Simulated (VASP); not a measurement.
An input for Ansatz (written as the equivalent of a VASP run, and not itself run):

Ansatz 0.2 input:
```yaml
crystal:
  lattice:
    - [3.5472126, 0.0000000, 0.0000000]
    - [0.0000000, 3.5472126, 0.0000000]
    - [0.0000000, 0.0000000, 3.5472126]
  atoms:
    - { symbol: Fe, position: [0.0000000, 0.0000000, 0.0000000], spin: 3.2 }
    - { symbol: Ni, position: [0.0000000, 0.5000000, 0.5000000], spin: 0.7 }
    - { symbol: Ni, position: [0.5000000, 0.0000000, 0.5000000], spin: 0.7 }
    - { symbol: Ni, position: [0.5000000, 0.5000000, 0.0000000], spin: 0.7 }
kpoints:
  mp_grid: { grid: [9, 9, 9] }
hamiltonian:
  xc: r2scan
  pseudopotentials: { kind: paw }
magnetization: { spin_polarized: true }
scf:
  occupations: { method: methfessel_paxton, width: 0.1 }
  max_iter: 100
output: { forces: true, stress: true, eigenvalues: true }
```

Question: Write the VASP files for the same calculation (r2SCAN).

Answer: This is not unique; one that fits is 
INCAR:
```
! general
SYSTEM =Ni3Fe
PREC   =Accurate
ENCUT  =520
LREAL  =.FALSE.   ! projection in real space or not
LASPH  =.TRUE.   ! aspherical one-centre terms

! electronic loop
EDIFF  =1E-7
NELM   =100
ALGO   =Normal
LMAXMIX=4   ! l cut-off of mixed one-centre charges
LMIXTAU=.TRUE.

! smearing
ISMEAR =1   ! Methfessel-Paxton
SIGMA  =0.1

! functional
METAGGA=R2SCAN

! spin
ISPIN  =2   ! spin-polarised
MAGMOM =3.2 3*0.7

! ions
ISIF   =2   ! forces and stress, cell fixed

! output
LWAVE  =.FALSE.
LCHARG =.FALSE.
LORBIT =10
```

KPOINTS:
```
Automatic mesh
0
G
  9 9 9
0 0 0
```

### POSCAR
```
Ni3Fe
1
    3.5472126468     0.0000000000     0.0000000000
    0.0000000000     3.5472126468     0.0000000000
    0.0000000000     0.0000000000     3.5472126468
Fe Ni
1 3
Direct
  0.0000000000   0.0000000000   0.0000000000
  0.0000000000   0.5000000000   0.5000000000
  0.5000000000   0.0000000000   0.5000000000
  0.5000000000   0.5000000000   0.0000000000
```

POTCAR, in this order: Fe Ni (PBE.64 set). Program: vasp_std.

What does not carry over: each code has its own PAW files, so the cut-off isn't converted (ENCUT is set for VASP's; basis.ecutwfc is left out, and Ansatz then takes the one that its files recommend); Ansatz stops its SCF on the density residual and VASP on the energy change (EDIFF).

The compound is Ni3Fe in the L1_2 structure. This cell is one point of a volume scan, at 1.03 of the reference volume.
